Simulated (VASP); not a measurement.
Computed with PBE GGA, VASP's PBE PAW potentials (set 64) (plane waves; VASP).

VASP ran on this input.

INCAR:
```
LASPH  =  .TRUE.   ! aspherical one-centre terms
NSW  =  30   ! most ionic steps
EDIFF  =  1E-7   ! SCF stop (eV)
LREAL  =  .FALSE.   ! projection in real space or not
SYSTEM  =  CuAu
LCHARG  =  .FALSE.
LWAVE  =  .FALSE.
LMAXMIX  =  6   ! l cut-off of mixed one-centre charges
ISMEAR  =  1
IBRION  =  2
NELM  =  100   ! most electronic steps
PREC  =  Accurate
ISIF  =  4   ! ions and shape, fixed volume
GGA  =  PE   ! PBE
EDIFFG  =  -0.01   ! ionic stop
ALGO  =  Normal
SIGMA  =  0.1   ! width (eV)
ENCUT  =  520
```

**KPOINTS**
```
Regular mesh
0
gamma
13 13 10
0 0 0
```

**POSCAR**
```
CuAu
1
    2.7809062570     0.0000000000    -0.0000000000
    0.0000000000     2.7809062570    -0.0000000000
    0.0000000000     0.0000000000     3.6490322822
Cu Au
1 1
Direct
  0.0000000000   0.0000000000   0.0000000000
  0.5000000000   0.5000000000   0.5000000000
```

POTCAR, in this order: Cu Au (PBE.64 set). Program: vasp_std.

The run wrote:

**OUTCAR**
```
 ion  position               nearest neighbor table
   1  0.000  0.000  0.000-   2 2.68   2 2.68   2 2.68   2 2.68   2 2.68   2 2.68   2 2.68   2 2.68
  LATTYP: Found a simple tetragonal cell.
 ALAT       =     2.7809062570
 C/A-ratio  =     1.3121737826
 Subroutine PRICEL returns:
 Original cell was already a primitive cell.
 Subroutine GETGRP returns: Found 16 space group operations
The static configuration has the point symmetry D_4h.
The dynamic configuration has the point symmetry D_4h.
 Subroutine INISYM returns: Found 16 space group operations
 Subroutine IBZKPT returns following result:
 Found    168 irreducible k-points:

 Following reciprocal coordinates:
            Coordinates               Weight
  0.000000  0.000000  0.000000      1.000000
  0.076923  0.000000  0.000000      4.000000
  0.153846  0.000000  0.000000      4.000000
  0.230769  0.000000  0.000000      4.000000
  0.307692  0.000000  0.000000      4.000000
  0.384615  0.000000  0.000000      4.000000
  0.461538  0.000000  0.000000      4.000000
  0.076923  0.076923  0.000000      4.000000
  0.153846  0.076923  0.000000      8.000000
  0.230769  0.076923  0.000000      8.000000
  0.307692  0.076923  0.000000      8.000000
  0.384615  0.076923  0.000000      8.000000
  0.461538  0.076923  0.000000      8.000000
  0.153846  0.153846  0.000000      4.000000
  0.230769  0.153846  0.000000      8.000000
  0.307692  0.153846  0.000000      8.000000
  0.384615  0.153846  0.000000      8.000000
  0.461538  0.153846  0.000000      8.000000
  0.230769  0.230769  0.000000      4.000000
  0.307692  0.230769  0.000000      8.000000
  0.384615  0.230769  0.000000      8.000000
  0.461538  0.230769  0.000000      8.000000
  0.307692  0.307692  0.000000      4.000000
  0.384615  0.307692  0.000000      8.000000
  0.461538  0.307692  0.000000      8.000000
  0.384615  0.384615  0.000000      4.000000
  0.461538  0.384615  0.000000      8.000000
  0.461538  0.461538  0.000000      4.000000
  0.000000  0.000000  0.100000      2.000000
  0.076923  0.000000  0.100000      8.000000
  0.153846  0.000000  0.100000      8.000000
  0.230769  0.000000  0.100000      8.000000
  0.307692  0.000000  0.100000      8.000000
  0.384615  0.000000  0.100000      8.000000
  0.461538  0.000000  0.100000      8.000000
  0.076923  0.076923  0.100000      8.000000
  0.153846  0.076923  0.100000     16.000000
  0.230769  0.076923  0.100000     16.000000
  0.307692  0.076923  0.100000     16.000000
  0.384615  0.076923  0.100000     16.000000
   k-points           NKPTS =    168   k-points in BZ     NKDIM =    168   number of bands    NBANDS=     15
   number of dos      NEDOS =    301   number of ions     NIONS =      2
   total plane-waves  NPLWV =  16128
   dimension x,y,z NGX =    24 NGY =   24 NGZ =   28
   dimension x,y,z NGXF=    48 NGYF=   48 NGZF=   56
   ions per type =               1   1
   PREC   = accura    normal or accurate (medium, high low for compatibility)
   ISTART =      0    job   : 0-new  1-cont  2-samecut
   ICHARG =      2    charge: 1-file 2-atom 10-const
   ISPIN  =      1    spin polarized calculation?
   LNONCOLLINEAR =      F non collinear calculations
   LSORBIT =      F    spin-orbit coupling
   INIWAV =      1    electr: 0-lowe 1-rand  2-diag
   ENCUT  =  520.0 eV  38.22 Ry    6.18 a.u.   5.17  5.17  6.78*2*pi/ulx,y,z
   NELM   =    100;   NELMIN=  2; NELMDL= -5     # of ELM steps
   EDIFF  = 0.1E-06   stopping-criterion for ELM
   LREAL  =      F    real-space projection
   NLSPLINE    = F    spline interpolate recip. space projectors
   LMAXMIX     =    6 max onsite mixed and CHGCAR
...
```

OSZICAR:
```
       N       E                     dE             d eps       ncg     rms          rms(c)
DAV:   1     0.132235593119E+03    0.13224E+03   -0.11527E+04  5247   0.212E+03
DAV:   2    -0.312576022923E+01   -0.13536E+03   -0.12923E+03  5124   0.339E+02
DAV:   3    -0.794377293792E+01   -0.48180E+01   -0.47326E+01  6316   0.741E+01
DAV:   4    -0.799540851714E+01   -0.51636E-01   -0.51613E-01  5837   0.645E+00
DAV:   5    -0.799684369684E+01   -0.14352E-02   -0.14352E-02  7401   0.118E+00    0.123E+01
DAV:   6    -0.740950103653E+01    0.58734E+00   -0.77935E+00  5136   0.825E+01    0.560E+00
DAV:   7    -0.708674111705E+01    0.32276E+00   -0.31827E+00  6140   0.881E+01    0.618E+00
DAV:   8    -0.701475815750E+01    0.71983E-01   -0.31988E-01  6538   0.157E+01    0.281E+00
DAV:   9    -0.700834520379E+01    0.64130E-02   -0.18419E-02  7867   0.256E+00    0.148E-01
DAV:  10    -0.700794772823E+01    0.39748E-03   -0.29779E-03  6929   0.114E+00    0.687E-02
DAV:  11    -0.700794756617E+01    0.16206E-06   -0.79721E-05  7923   0.169E-01    0.450E-02
DAV:  12    -0.700794298728E+01    0.45789E-05   -0.20603E-06  7581   0.417E-02    0.263E-03
DAV:  13    -0.700794288438E+01    0.10291E-06   -0.18317E-07  4496   0.107E-02    0.930E-04
DAV:  14    -0.700794292737E+01   -0.42997E-07   -0.92768E-08  3199   0.103E-02
   1 F= -.70079429E+01 E0= -.70079893E+01  d E =-.700794E+01
       N       E                     dE             d eps       ncg     rms          rms(c)
DAV:   1    -0.700806417742E+01   -0.12129E-03   -0.48999E-03  5586   0.673E-01    0.645E-02
DAV:   2    -0.700800297943E+01    0.61198E-04   -0.92785E-05  7517   0.268E-01    0.386E-02
DAV:   3    -0.700798156801E+01    0.21411E-04   -0.92349E-05  6261   0.333E-01    0.279E-02
DAV:   4    -0.700796989647E+01    0.11672E-04   -0.47056E-05  6584   0.234E-01    0.468E-03
DAV:   5    -0.700797000461E+01   -0.10813E-06   -0.16679E-06  5575   0.142E-02    0.304E-03
DAV:   6    -0.700797000785E+01   -0.32405E-08   -0.12631E-07  3619   0.101E-02
   2 F= -.70079700E+01 E0= -.70080095E+01  d E =-.270805E-04
```

File OUTCAR:
```
------------------------ aborting loop because EDIFF is reached ----------------------------------------
  FORCE on cell =-STRESS in cart. coord.  units (eV):
  Direction    XX          YY          ZZ          XY          YZ          ZX
  --------------------------------------------------------------------------------------
  Total        1.7923692      1.7923692      1.8195991      0.0000000      0.0000000      0.0000000
  in kB      101.7624706    101.7624706    103.3084624      0.0000000      0.0000000      0.0000000
  external PRESSURE =     102.2778012 kB  Pullay stress =       0.0000000 kB
  volume of cell :       28.22
      direct lattice vectors                 reciprocal lattice vectors
     2.779873543  0.000000000 -0.000000000     0.359728594  0.000000000  0.000000000
     0.000000000  2.779873543 -0.000000000     0.000000000  0.359728594  0.000000000
    -0.000000000 -0.000000000  3.651743993     0.000000000  0.000000000  0.273841759
 POSITION                                       TOTAL-FORCE (eV/Angst)
 -----------------------------------------------------------------------------------
      0.00000      0.00000      0.00000        -0.000000     -0.000000      0.000000
      1.38994      1.38994      1.82587         0.000000      0.000000      0.000000
 -----------------------------------------------------------------------------------
    total drift:                                0.000000      0.000000     -0.000000
  FREE ENERGIE OF THE ION-ELECTRON SYSTEM (eV)
  ---------------------------------------------------
  free  energy   TOTEN  =        -7.0079700078 eV

  energy  without entropy=       -7.0080884594  energy(sigma->0) =       -7.00800949

 reached required accuracy - stopping structural energy minimisation
```
(Selected blocks of OUTCAR.)

File CONTCAR:
```
CuAu
   1.00000000000000
     2.7798735429378274    0.0000000000000000   -0.0000000000000000
     0.0000000000000000    2.7798735429378274   -0.0000000000000000
    -0.0000000000000000   -0.0000000000000000    3.6517439932677518
  Cu              Au
     1     1
Direct
     0.0000000000000000    0.0000000000000000    0.0000000000000000
     0.5000000000000000    0.5000000000000000    0.5000000000000000
```

The compound is CuAu in the L1_0 structure. This cell is one point of a volume scan, at 0.94 of the reference volume. Symmetry was kept, so distortions that lower it aren't found.
